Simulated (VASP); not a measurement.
Consider the following.

```
MoSi2
1.0
   -1.62869     1.56144     3.80756
    1.62869    -1.56144     3.80756
    1.62869     1.56144    -3.80756
Si Mo
2 1
Direct
  0.66500   0.66500   0.00000
  0.33500   0.33500   0.00000
  0.00000   0.01102   0.01102
```

Calculation: PBE GGA + U (Dudarev), VASP's PBE PAW potentials (set 64) (plane waves; VASP). Settings: 400 eV cut-off, 12×12×12 Γ-centred mesh, first-order Methfessel-Paxton smearing of 0.10 eV, potentials Si Mo_sv, U − J: Mo 8.00 eV.

Q: Give the force on each atom (eV/Å).

A: 
| atom | Fx | Fy | Fz |
|---|---|---|---|
| Si1 | 0.200 | 0.000 | -0.251 |
| Si2 | 0.200 | 0.000 | 0.251 |
| Mo3 | -0.399 | 0.000 | 0.000 |

Q: Give the stress tensor in GPa (positive for a compressed cell).

A: 
```
 8.23   0.00   0.00
 0.00  20.05   0.00
 0.00   0.00  25.80
```
The pressure is its mean diagonal, 18.03 GPa.

The compound is MoSi2 in the MoSi2 type structure. The cell was not relaxed at this level. The run is one of a series of settings (LDAU = .TRUE., LDAUJ = 0 0, LDAUL = -1 2, LDAUTYPE = 2, LDAUU = 0 8.0 against the base run), some of them coarse on purpose.
